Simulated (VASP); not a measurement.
Consider the following.

```
CELL_PARAMETERS angstrom
      1.51301    -2.62061     0.00000
      1.51301     2.62061     0.00000
      0.00000     0.00000     3.22955
ATOMIC_POSITIONS crystal
  Ti 0.00000 0.00000 0.00000
  B  0.33333 0.66667 0.50000
  B  0.66667 0.33333 0.50000
```

Level of theory: r2SCAN meta-GGA, VASP's PBE PAW potentials (set 64) (plane waves; VASP). Settings: 520 eV cut-off, 13×13×11 Γ-centred mesh, tetrahedra with Blöchl corrections, potentials Ti_sv B.

### Question
Give the energies of bands 6 to 12 at the high-symmetry points, in eV from the Fermi level.

### Answer

```
band      Γ       M      K      A      L      H
----  -----  ------  -----  -----  -----  -----
6     -2.85  -10.11  -9.12  -8.23  -8.26  -9.34
7     -2.85   -3.64  -7.87  -0.72  -5.05  -6.25
8     -2.71   -3.56  -2.11  -0.72  -4.18  -3.55
9     -2.29   -2.46  -2.11  -0.29  -3.60  -3.55
10     1.90    1.31   1.34  -0.29   2.54   2.57
11     1.90    2.80   1.34   0.39   2.98   4.30
12     3.77    3.30   2.05   0.39   4.54   4.30
```

It has no gap at this level: it comes out as a metal or semimetal.

The compound is TiB2 in the AlB2 type structure. It was relaxed first.
